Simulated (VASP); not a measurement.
```xyz
3
Lattice="-1.5834 1.5834 2.0666 1.5834 -1.5834 2.0666 1.5834 1.5834 -2.0666" Properties=species:S:1:pos:R:3 pbc="T T T"
H      0.0000     1.5834     1.0333
H      1.5834     0.0000     1.0333
Ti     0.0000     0.0000     0.0000
```

Computed with PBEsol GGA, VASP's PBE PAW potentials (set 64) (plane waves; VASP). Settings: 400 eV cut-off, Gaussian smearing of 0.050 eV, potentials H Ti_sv.

Give the energies of bands 5 to 10 at the high-symmetry points, in eV from the Fermi level.

```csv
band,Γ,X,P,N,M,S,R
5,-10.71,-5.79,-5.71,-7.43,-6.55,-6.46,-6.19
6,-0.40,-5.52,-5.71,-5.12,-4.37,-4.67,-5.01
7,-0.40,-3.20,-2.10,-0.49,-3.11,-2.54,-2.28
8,-0.01,2.31,1.30,0.17,2.55,1.67,0.98
9,0.84,2.52,2.32,2.29,2.60,2.25,2.67
10,1.27,2.78,4.29,2.59,2.60,3.64,3.98
```

It has no gap at this level: it comes out as a metal or semimetal.

The structure comes from a measured TiH2 entry (I4/mmm) of the Crystallography Open Database, whose conditions weren't checked. It was relaxed first.
